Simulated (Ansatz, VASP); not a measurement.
# Cross-check of InAs between VASP and Ansatz, part 2 of 3

One calculation is typed for both programs; each brings its own data sets. How far apart do they land? The cell is taken from a series of runs on this material, whose earlier steps may have relaxed, scaled, displaced or heated it; both programs get it as it stands.

VASP 6.6.1 and Ansatz 0.2.0.

So far: The structure; Ansatz: zone-centre phonons, PBEsol.

**3. VASP: zone-centre phonons, PBEsol**

Level of this step: PBEsol; plane waves and PAW (As, In_d) (VASP).

The same cell, functional, mesh and smearing now go to VASP, with its own data sets.

Lines of VASP's logs that name or quote its potential files are left out, and so is its time.

The input, INCAR:

```
SYSTEM = InAs
PREC = Accurate
ENCUT = 500
EDIFF = 1E-08
NELM = 120
ISMEAR = 0
SIGMA = 0.015
LREAL = .FALSE.
ALGO = Normal
GGA = PS
NBANDS = 15
LORBIT = 11
LWAVE = .FALSE.
LCHARG = .FALSE.
ISIF = 2
ISYM = 2
IBRION = 8
LASPH = .TRUE.
GGA_COMPAT = .FALSE.
EFERMI = MIDGAP
KPAR = 2
```

The input, POSCAR:

```
InAs
1.0
   -0.0006401214      3.0635030423      3.0635030423
    3.0635030423     -0.0006401214      3.0635030423
    3.0635030423      3.0635030423     -0.0006401214
As In
1 1
Direct
    0.7499673806      0.7499673806      0.7499673806
    0.0000326194      0.0000326194      0.0000326194
```

The input, KPOINTS:

```
Points of the shifted mesh
1728
Reciprocal
 0.0416666667  0.0416666667  0.0416666667 1
 0.0416666667  0.0416666667  0.1250000000 1
 0.0416666667  0.0416666667  0.2083333333 1
 0.0416666667  0.0416666667  0.2916666667 1
 0.0416666667  0.0416666667  0.3750000000 1
 0.0416666667  0.0416666667  0.4583333333 1
 0.0416666667  0.0416666667  0.5416666667 1
 0.0416666667  0.0416666667  0.6250000000 1
 0.0416666667  0.0416666667  0.7083333333 1
 0.0416666667  0.0416666667  0.7916666667 1
 0.0416666667  0.0416666667  0.8750000000 1
 0.0416666667  0.0416666667  0.9583333333 1
 0.0416666667  0.1250000000  0.0416666667 1
 0.0416666667  0.1250000000  0.1250000000 1
 0.0416666667  0.1250000000  0.2083333333 1
 0.0416666667  0.1250000000  0.2916666667 1
 0.0416666667  0.1250000000  0.3750000000 1
 0.0416666667  0.1250000000  0.4583333333 1
 0.0416666667  0.1250000000  0.5416666667 1
 0.0416666667  0.1250000000  0.6250000000 1
 0.0416666667  0.1250000000  0.7083333333 1
 0.0416666667  0.1250000000  0.7916666667 1
 0.0416666667  0.1250000000  0.8750000000 1
 0.0416666667  0.1250000000  0.9583333333 1
 0.0416666667  0.2083333333  0.0416666667 1
 0.0416666667  0.2083333333  0.1250000000 1
 0.0416666667  0.2083333333  0.2083333333 1
 0.0416666667  0.2083333333  0.2916666667 1
 0.0416666667  0.2083333333  0.3750000000 1
 0.0416666667  0.2083333333  0.4583333333 1
 0.0416666667  0.2083333333  0.5416666667 1
 0.0416666667  0.2083333333  0.6250000000 1
 0.0416666667  0.2083333333  0.7083333333 1
 0.0416666667  0.2083333333  0.7916666667 1
 0.0416666667  0.2083333333  0.8750000000 1
 0.0416666667  0.2083333333  0.9583333333 1
 0.0416666667  0.2916666667  0.0416666667 1
 0.0416666667  0.2916666667  0.1250000000 1
 0.0416666667  0.2916666667  0.2083333333 1
 0.0416666667  0.2916666667  0.2916666667 1
 0.0416666667  0.2916666667  0.3750000000 1
 0.0416666667  0.2916666667  0.4583333333 1
 0.0416666667  0.2916666667  0.5416666667 1
 0.0416666667  0.2916666667  0.6250000000 1
 0.0416666667  0.2916666667  0.7083333333 1
 0.0416666667  0.2916666667  0.7916666667 1
 0.0416666667  0.2916666667  0.8750000000 1
 0.0416666667  0.2916666667  0.9583333333 1
 0.0416666667  0.3750000000  0.0416666667 1
 0.0416666667  0.3750000000  0.1250000000 1
 0.0416666667  0.3750000000  0.2083333333 1
 0.0416666667  0.3750000000  0.2916666667 1
 0.0416666667  0.3750000000  0.3750000000 1
 0.0416666667  0.3750000000  0.4583333333 1
 0.0416666667  0.3750000000  0.5416666667 1
 0.0416666667  0.3750000000  0.6250000000 1
 0.0416666667  0.3750000000  0.7083333333 1
 0.0416666667  0.3750000000  0.7916666667 1
 0.0416666667  0.3750000000  0.8750000000 1
 0.0416666667  0.3750000000  0.9583333333 1
 0.0416666667  0.4583333333  0.0416666667 1
 0.0416666667  0.4583333333  0.1250000000 1
 0.0416666667  0.4583333333  0.2083333333 1
 0.0416666667  0.4583333333  0.2916666667 1
 0.0416666667  0.4583333333  0.3750000000 1
 0.0416666667  0.4583333333  0.4583333333 1
 0.0416666667  0.4583333333  0.5416666667 1
 0.0416666667  0.4583333333  0.6250000000 1
 0.0416666667  0.4583333333  0.7083333333 1
 0.0416666667  0.4583333333  0.7916666667 1
 0.0416666667  0.4583333333  0.8750000000 1
 0.0416666667  0.4583333333  0.9583333333 1
 0.0416666667  0.5416666667  0.0416666667 1
 0.0416666667  0.5416666667  0.1250000000 1
 0.0416666667  0.5416666667  0.2083333333 1
 0.0416666667  0.5416666667  0.2916666667 1
 0.0416666667  0.5416666667  0.3750000000 1
 0.0416666667  0.5416666667  0.4583333333 1
 0.0416666667  0.5416666667  0.5416666667 1
 0.0416666667  0.5416666667  0.6250000000 1
 0.0416666667  0.5416666667  0.7083333333 1
 0.0416666667  0.5416666667  0.7916666667 1
 0.0416666667  0.5416666667  0.8750000000 1
 0.0416666667  0.5416666667  0.9583333333 1
 0.0416666667  0.6250000000  0.0416666667 1
 0.0416666667  0.6250000000  0.1250000000 1
 0.0416666667  0.6250000000  0.2083333333 1
 0.0416666667  0.6250000000  0.2916666667 1
 0.0416666667  0.6250000000  0.3750000000 1
 0.0416666667  0.6250000000  0.4583333333 1
 0.0416666667  0.6250000000  0.5416666667 1
 0.0416666667  0.6250000000  0.6250000000 1
 0.0416666667  0.6250000000  0.7083333333 1
 0.0416666667  0.6250000000  0.7916666667 1
 0.0416666667  0.6250000000  0.8750000000 1
 0.0416666667  0.6250000000  0.9583333333 1
 0.0416666667  0.7083333333  0.0416666667 1
 0.0416666667  0.7083333333  0.1250000000 1
 0.0416666667  0.7083333333  0.2083333333 1
 0.0416666667  0.7083333333  0.2916666667 1
 0.0416666667  0.7083333333  0.3750000000 1
 0.0416666667  0.7083333333  0.4583333333 1
 0.0416666667  0.7083333333  0.5416666667 1
 0.0416666667  0.7083333333  0.6250000000 1
 0.0416666667  0.7083333333  0.7083333333 1
 0.0416666667  0.7083333333  0.7916666667 1
 0.0416666667  0.7083333333  0.8750000000 1
 0.0416666667  0.7083333333  0.9583333333 1
 0.0416666667  0.7916666667  0.0416666667 1
 0.0416666667  0.7916666667  0.1250000000 1
 0.0416666667  0.7916666667  0.2083333333 1
 0.0416666667  0.7916666667  0.2916666667 1
[... 1390 lines left out ...]
 0.8750000000  0.4583333333  0.1250000000 1
 0.8750000000  0.4583333333  0.2083333333 1
 0.8750000000  0.4583333333  0.2916666667 1
 0.8750000000  0.4583333333  0.3750000000 1
 0.8750000000  0.4583333333  0.4583333333 1
 0.8750000000  0.4583333333  0.5416666667 1
 0.8750000000  0.4583333333  0.6250000000 1
 0.8750000000  0.4583333333  0.7083333333 1
 0.8750000000  0.4583333333  0.7916666667 1
 0.8750000000  0.4583333333  0.8750000000 1
 0.8750000000  0.4583333333  0.9583333333 1
 0.8750000000  0.5416666667  0.0416666667 1
 0.8750000000  0.5416666667  0.1250000000 1
 0.8750000000  0.5416666667  0.2083333333 1
 0.8750000000  0.5416666667  0.2916666667 1
 0.8750000000  0.5416666667  0.3750000000 1
 0.8750000000  0.5416666667  0.4583333333 1
 0.8750000000  0.5416666667  0.5416666667 1
 0.8750000000  0.5416666667  0.6250000000 1
 0.8750000000  0.5416666667  0.7083333333 1
 0.8750000000  0.5416666667  0.7916666667 1
 0.8750000000  0.5416666667  0.8750000000 1
 0.8750000000  0.5416666667  0.9583333333 1
 0.8750000000  0.6250000000  0.0416666667 1
 0.8750000000  0.6250000000  0.1250000000 1
 0.8750000000  0.6250000000  0.2083333333 1
 0.8750000000  0.6250000000  0.2916666667 1
 0.8750000000  0.6250000000  0.3750000000 1
 0.8750000000  0.6250000000  0.4583333333 1
 0.8750000000  0.6250000000  0.5416666667 1
 0.8750000000  0.6250000000  0.6250000000 1
 0.8750000000  0.6250000000  0.7083333333 1
 0.8750000000  0.6250000000  0.7916666667 1
 0.8750000000  0.6250000000  0.8750000000 1
 0.8750000000  0.6250000000  0.9583333333 1
 0.8750000000  0.7083333333  0.0416666667 1
 0.8750000000  0.7083333333  0.1250000000 1
 0.8750000000  0.7083333333  0.2083333333 1
 0.8750000000  0.7083333333  0.2916666667 1
 0.8750000000  0.7083333333  0.3750000000 1
 0.8750000000  0.7083333333  0.4583333333 1
 0.8750000000  0.7083333333  0.5416666667 1
 0.8750000000  0.7083333333  0.6250000000 1
 0.8750000000  0.7083333333  0.7083333333 1
 0.8750000000  0.7083333333  0.7916666667 1
 0.8750000000  0.7083333333  0.8750000000 1
 0.8750000000  0.7083333333  0.9583333333 1
 0.8750000000  0.7916666667  0.0416666667 1
 0.8750000000  0.7916666667  0.1250000000 1
 0.8750000000  0.7916666667  0.2083333333 1
 0.8750000000  0.7916666667  0.2916666667 1
 0.8750000000  0.7916666667  0.3750000000 1
 0.8750000000  0.7916666667  0.4583333333 1
 0.8750000000  0.7916666667  0.5416666667 1
 0.8750000000  0.7916666667  0.6250000000 1
 0.8750000000  0.7916666667  0.7083333333 1
 0.8750000000  0.7916666667  0.7916666667 1
 0.8750000000  0.7916666667  0.8750000000 1
 0.8750000000  0.7916666667  0.9583333333 1
 0.8750000000  0.8750000000  0.0416666667 1
 0.8750000000  0.8750000000  0.1250000000 1
 0.8750000000  0.8750000000  0.2083333333 1
 0.8750000000  0.8750000000  0.2916666667 1
 0.8750000000  0.8750000000  0.3750000000 1
 0.8750000000  0.8750000000  0.4583333333 1
 0.8750000000  0.8750000000  0.5416666667 1
 0.8750000000  0.8750000000  0.6250000000 1
 0.8750000000  0.8750000000  0.7083333333 1
 0.8750000000  0.8750000000  0.7916666667 1
 0.8750000000  0.8750000000  0.8750000000 1
 0.8750000000  0.8750000000  0.9583333333 1
 0.8750000000  0.9583333333  0.0416666667 1
 0.8750000000  0.9583333333  0.1250000000 1
 0.8750000000  0.9583333333  0.2083333333 1
 0.8750000000  0.9583333333  0.2916666667 1
 0.8750000000  0.9583333333  0.3750000000 1
 0.8750000000  0.9583333333  0.4583333333 1
 0.8750000000  0.9583333333  0.5416666667 1
 0.8750000000  0.9583333333  0.6250000000 1
 0.8750000000  0.9583333333  0.7083333333 1
 0.8750000000  0.9583333333  0.7916666667 1
 0.8750000000  0.9583333333  0.8750000000 1
 0.8750000000  0.9583333333  0.9583333333 1
 0.9583333333  0.0416666667  0.0416666667 1
 0.9583333333  0.0416666667  0.1250000000 1
 0.9583333333  0.0416666667  0.2083333333 1
 0.9583333333  0.0416666667  0.2916666667 1
 0.9583333333  0.0416666667  0.3750000000 1
 0.9583333333  0.0416666667  0.4583333333 1
 0.9583333333  0.0416666667  0.5416666667 1
 0.9583333333  0.0416666667  0.6250000000 1
 0.9583333333  0.0416666667  0.7083333333 1
 0.9583333333  0.0416666667  0.7916666667 1
 0.9583333333  0.0416666667  0.8750000000 1
 0.9583333333  0.0416666667  0.9583333333 1
 0.9583333333  0.1250000000  0.0416666667 1
 0.9583333333  0.1250000000  0.1250000000 1
 0.9583333333  0.1250000000  0.2083333333 1
 0.9583333333  0.1250000000  0.2916666667 1
 0.9583333333  0.1250000000  0.3750000000 1
 0.9583333333  0.1250000000  0.4583333333 1
 0.9583333333  0.1250000000  0.5416666667 1
 0.9583333333  0.1250000000  0.6250000000 1
 0.9583333333  0.1250000000  0.7083333333 1
 0.9583333333  0.1250000000  0.7916666667 1
 0.9583333333  0.1250000000  0.8750000000 1
 0.9583333333  0.1250000000  0.9583333333 1
 0.9583333333  0.2083333333  0.0416666667 1
 0.9583333333  0.2083333333  0.1250000000 1
 0.9583333333  0.2083333333  0.2083333333 1
 0.9583333333  0.2083333333  0.2916666667 1
 0.9583333333  0.2083333333  0.3750000000 1
 0.9583333333  0.2083333333  0.4583333333 1
 0.9583333333  0.2083333333  0.5416666667 1
 0.9583333333  0.2083333333  0.6250000000 1
 0.9583333333  0.2083333333  0.7083333333 1
 0.9583333333  0.2083333333  0.7916666667 1
 0.9583333333  0.2083333333  0.8750000000 1
 0.9583333333  0.2083333333  0.9583333333 1
 0.9583333333  0.2916666667  0.0416666667 1
 0.9583333333  0.2916666667  0.1250000000 1
 0.9583333333  0.2916666667  0.2083333333 1
 0.9583333333  0.2916666667  0.2916666667 1
 0.9583333333  0.2916666667  0.3750000000 1
 0.9583333333  0.2916666667  0.4583333333 1
 0.9583333333  0.2916666667  0.5416666667 1
 0.9583333333  0.2916666667  0.6250000000 1
 0.9583333333  0.2916666667  0.7083333333 1
 0.9583333333  0.2916666667  0.7916666667 1
 0.9583333333  0.2916666667  0.8750000000 1
 0.9583333333  0.2916666667  0.9583333333 1
 0.9583333333  0.3750000000  0.0416666667 1
 0.9583333333  0.3750000000  0.1250000000 1
 0.9583333333  0.3750000000  0.2083333333 1
 0.9583333333  0.3750000000  0.2916666667 1
 0.9583333333  0.3750000000  0.3750000000 1
 0.9583333333  0.3750000000  0.4583333333 1
 0.9583333333  0.3750000000  0.5416666667 1
 0.9583333333  0.3750000000  0.6250000000 1
 0.9583333333  0.3750000000  0.7083333333 1
 0.9583333333  0.3750000000  0.7916666667 1
 0.9583333333  0.3750000000  0.8750000000 1
 0.9583333333  0.3750000000  0.9583333333 1
 0.9583333333  0.4583333333  0.0416666667 1
 0.9583333333  0.4583333333  0.1250000000 1
 0.9583333333  0.4583333333  0.2083333333 1
 0.9583333333  0.4583333333  0.2916666667 1
 0.9583333333  0.4583333333  0.3750000000 1
 0.9583333333  0.4583333333  0.4583333333 1
 0.9583333333  0.4583333333  0.5416666667 1
 0.9583333333  0.4583333333  0.6250000000 1
 0.9583333333  0.4583333333  0.7083333333 1
 0.9583333333  0.4583333333  0.7916666667 1
 0.9583333333  0.4583333333  0.8750000000 1
 0.9583333333  0.4583333333  0.9583333333 1
 0.9583333333  0.5416666667  0.0416666667 1
 0.9583333333  0.5416666667  0.1250000000 1
 0.9583333333  0.5416666667  0.2083333333 1
 0.9583333333  0.5416666667  0.2916666667 1
 0.9583333333  0.5416666667  0.3750000000 1
 0.9583333333  0.5416666667  0.4583333333 1
 0.9583333333  0.5416666667  0.5416666667 1
 0.9583333333  0.5416666667  0.6250000000 1
 0.9583333333  0.5416666667  0.7083333333 1
 0.9583333333  0.5416666667  0.7916666667 1
 0.9583333333  0.5416666667  0.8750000000 1
 0.9583333333  0.5416666667  0.9583333333 1
 0.9583333333  0.6250000000  0.0416666667 1
 0.9583333333  0.6250000000  0.1250000000 1
 0.9583333333  0.6250000000  0.2083333333 1
 0.9583333333  0.6250000000  0.2916666667 1
 0.9583333333  0.6250000000  0.3750000000 1
 0.9583333333  0.6250000000  0.4583333333 1
 0.9583333333  0.6250000000  0.5416666667 1
 0.9583333333  0.6250000000  0.6250000000 1
 0.9583333333  0.6250000000  0.7083333333 1
 0.9583333333  0.6250000000  0.7916666667 1
 0.9583333333  0.6250000000  0.8750000000 1
 0.9583333333  0.6250000000  0.9583333333 1
 0.9583333333  0.7083333333  0.0416666667 1
 0.9583333333  0.7083333333  0.1250000000 1
 0.9583333333  0.7083333333  0.2083333333 1
 0.9583333333  0.7083333333  0.2916666667 1
 0.9583333333  0.7083333333  0.3750000000 1
 0.9583333333  0.7083333333  0.4583333333 1
 0.9583333333  0.7083333333  0.5416666667 1
 0.9583333333  0.7083333333  0.6250000000 1
 0.9583333333  0.7083333333  0.7083333333 1
 0.9583333333  0.7083333333  0.7916666667 1
 0.9583333333  0.7083333333  0.8750000000 1
 0.9583333333  0.7083333333  0.9583333333 1
 0.9583333333  0.7916666667  0.0416666667 1
 0.9583333333  0.7916666667  0.1250000000 1
 0.9583333333  0.7916666667  0.2083333333 1
 0.9583333333  0.7916666667  0.2916666667 1
 0.9583333333  0.7916666667  0.3750000000 1
 0.9583333333  0.7916666667  0.4583333333 1
 0.9583333333  0.7916666667  0.5416666667 1
 0.9583333333  0.7916666667  0.6250000000 1
 0.9583333333  0.7916666667  0.7083333333 1
 0.9583333333  0.7916666667  0.7916666667 1
 0.9583333333  0.7916666667  0.8750000000 1
 0.9583333333  0.7916666667  0.9583333333 1
 0.9583333333  0.8750000000  0.0416666667 1
 0.9583333333  0.8750000000  0.1250000000 1
 0.9583333333  0.8750000000  0.2083333333 1
 0.9583333333  0.8750000000  0.2916666667 1
 0.9583333333  0.8750000000  0.3750000000 1
 0.9583333333  0.8750000000  0.4583333333 1
 0.9583333333  0.8750000000  0.5416666667 1
 0.9583333333  0.8750000000  0.6250000000 1
 0.9583333333  0.8750000000  0.7083333333 1
 0.9583333333  0.8750000000  0.7916666667 1
 0.9583333333  0.8750000000  0.8750000000 1
 0.9583333333  0.8750000000  0.9583333333 1
 0.9583333333  0.9583333333  0.0416666667 1
 0.9583333333  0.9583333333  0.1250000000 1
 0.9583333333  0.9583333333  0.2083333333 1
 0.9583333333  0.9583333333  0.2916666667 1
 0.9583333333  0.9583333333  0.3750000000 1
 0.9583333333  0.9583333333  0.4583333333 1
 0.9583333333  0.9583333333  0.5416666667 1
 0.9583333333  0.9583333333  0.6250000000 1
 0.9583333333  0.9583333333  0.7083333333 1
 0.9583333333  0.9583333333  0.7916666667 1
 0.9583333333  0.9583333333  0.8750000000 1
 0.9583333333  0.9583333333  0.9583333333 1
```

PAW data sets: As and In_d (PBE family, release 64).

On the command line:

```bash
> mpirun -np 2 vasp_std
```

The program printed:

```text
[banner, memory and clock lines left out]
running    2 mpi-ranks, on    1 nodes
 distrk:  each k-point on    1 cores,    2 groups
 distr:  one band on    1 cores,    1 groups

 POSCAR found type information on POSCAR AsIn
 POSCAR found :  2 types and       2 ions
|                                                                             |
|               ----> ADVICE to this user running VASP <----                  |
|                                                                             |
|     You enforced a specific xc type in the INCAR file but a different       |
|     [... a line on the potential file left out ...]
|     I HOPE YOU KNOW WHAT YOU ARE DOING!                                     |
|                                                                             |

 LDA part: xc-table for (Slater+PW92), standard interpolation
 POSCAR, INCAR and KPOINTS ok, starting setup
 FFT: planning ... GRIDC
 FFT: planning ... GRID_SOFT
 FFT: planning ... GRID
 WAVECAR not read
 entering main loop
       N       E                     dE             d eps       ncg     rms          rms(c)
DAV:   1     0.111048320186E+03    0.11105E+03   -0.81538E+03 52017   0.124E+03
DAV:   2    -0.106725584016E+01   -0.11212E+03   -0.10786E+03 55900   0.297E+02
DAV:   3    -0.857139029921E+01   -0.75041E+01   -0.74622E+01 66575   0.784E+01
DAV:   4    -0.876324782876E+01   -0.19186E+00   -0.19180E+00 63685   0.141E+01
DAV:   5    -0.877177509781E+01   -0.85273E-02   -0.85271E-02 78492   0.250E+00    0.417E+00
DAV:   6    -0.851771118669E+01    0.25406E+00   -0.39734E-01 81632   0.116E+01    0.228E+00
DAV:   7    -0.848905745795E+01    0.28654E-01   -0.10299E-01 71457   0.321E+00    0.671E-01
DAV:   8    -0.848756709835E+01    0.14904E-02   -0.11752E-02 66776   0.130E+00    0.176E-01
DAV:   9    -0.848782393817E+01   -0.25684E-03   -0.85034E-04 64039   0.285E-01    0.101E-01
DAV:  10    -0.848789030709E+01   -0.66369E-04   -0.11557E-04 81264   0.147E-01    0.621E-02
DAV:  11    -0.848790983205E+01   -0.19525E-04   -0.54418E-05 59883   0.999E-02    0.468E-02
DAV:  12    -0.848790997798E+01   -0.14593E-06   -0.52368E-06 57911   0.231E-02    0.842E-03
DAV:  13    -0.848791009880E+01   -0.12082E-06   -0.11038E-06 70313   0.595E-03    0.395E-03
DAV:  14    -0.848791007523E+01    0.23575E-07   -0.63016E-08 63247   0.248E-03    0.142E-03
DAV:  15    -0.848791012296E+01   -0.47733E-07   -0.23584E-09 49692   0.695E-04    0.500E-04
DAV:  16    -0.848791013766E+01   -0.14698E-07   -0.17778E-09 38422   0.369E-04    0.863E-05
DAV:  17    -0.848791013876E+01   -0.11021E-08   -0.10099E-09 31800   0.234E-04
   1 F= -.84879101E+01 E0= -.84879101E+01  d E =-.121930E-52
 Linear response reoptimize wavefunctions to high precision
DAV:   1    -0.848791013956E+01   -0.80081E-09   -0.16949E-10 41096   0.161E-04
DAV:   2    -0.848791013956E+01   -0.22737E-12   -0.52158E-11 31639   0.678E-05
 Linear response DOF=           2
 Linear response progress:
  Degree of freedom:   1/  2
       N       E                     dE             d eps       ncg     rms          rms(c)
RMM:   1    -0.466652726241E-01   -0.46665E-01    0.65003E-02106691   0.148E+00
RMM:   2    -0.443557589206E-01    0.23095E-02    0.14060E-03 81177   0.546E-01    0.103E-01
RMM:   3    -0.450136193869E-01   -0.65786E-03   -0.17557E-03 96037   0.228E-01    0.452E-02
RMM:   4    -0.452073841840E-01   -0.19376E-03   -0.13534E-04 97042   0.763E-02    0.112E-02
RMM:   5    -0.452474835179E-01   -0.40099E-04   -0.16485E-05 99816   0.308E-02    0.494E-03
RMM:   6    -0.452340685487E-01    0.13415E-04   -0.20032E-06 96985   0.840E-03    0.152E-03
RMM:   7    -0.452314488977E-01    0.26197E-05   -0.17008E-07106083   0.250E-03    0.908E-04
RMM:   8    -0.452323347052E-01   -0.88581E-06   -0.56602E-08 96624   0.109E-03    0.428E-04
RMM:   9    -0.452329658322E-01   -0.63113E-06    0.11572E-09100324   0.372E-04    0.836E-05
RMM:  10    -0.452330139448E-01   -0.48113E-07    0.32340E-08109432   0.145E-04    0.573E-05
RMM:  11    -0.452330073183E-01    0.66265E-08   -0.32162E-08102889   0.540E-05    0.117E-05
 first order change of Fermi-energy   0.28923E+00
 force on displaced ion       1 direction 1 :  -6.969  -0.004  -0.004
 Linear response progress:
  Degree of freedom:   2/  2
       N       E                     dE             d eps       ncg     rms          rms(c)
RMM:   1    -0.233590344050E+00   -0.23359E+00   -0.10376E-01 70000   0.482E+00
RMM:   2    -0.236049204753E+00   -0.24589E-02   -0.12566E-02 88149   0.101E+00    0.759E-02
RMM:   3    -0.235952485380E+00    0.96719E-04   -0.14755E-03 96016   0.312E-01    0.370E-02
RMM:   4    -0.235727437560E+00    0.22505E-03   -0.13376E-04 98515   0.104E-01    0.203E-02
RMM:   5    -0.235660127376E+00    0.67310E-04   -0.22958E-05102207   0.386E-02    0.741E-03
RMM:   6    -0.235652559298E+00    0.75681E-05   -0.30382E-06101588   0.132E-02    0.184E-03
RMM:   7    -0.235663757976E+00   -0.11199E-04   -0.10794E-06105522   0.391E-03    0.826E-04
RMM:   8    -0.235663266887E+00    0.49109E-06   -0.10212E-08102492   0.164E-03    0.387E-04
RMM:   9    -0.235663227368E+00    0.39519E-07    0.51522E-09108016   0.720E-04    0.112E-04
RMM:  10    -0.235663139907E+00    0.87461E-07    0.44840E-07108822   0.302E-04    0.217E-05
RMM:  11    -0.235663243487E+00   -0.10358E-06   -0.14114E-07109953   0.145E-04    0.149E-05
RMM:  12    -0.235663246794E+00   -0.33075E-08    0.85697E-08110622   0.781E-05    0.203E-05
 first order change of Fermi-energy  -0.28924E+00
 force on displaced ion       2 direction 1 :  -6.989  -0.003  -0.003
 Linear response finished
```

[end of part 2 of 3]

[Lines on the potential files, build, host, timing and source positions are cut from VASP's logs without a mark.]

[Logs are printed without paths, hosts, clocks, repeated set-up lines and the standing remarks that a program may print on its own settings, such as how far it seeks lower states.]

[Hosts, paths, dates, database ids (printed as entryN), source tags and the programs' standing remarks are cut or masked in the printed files.]
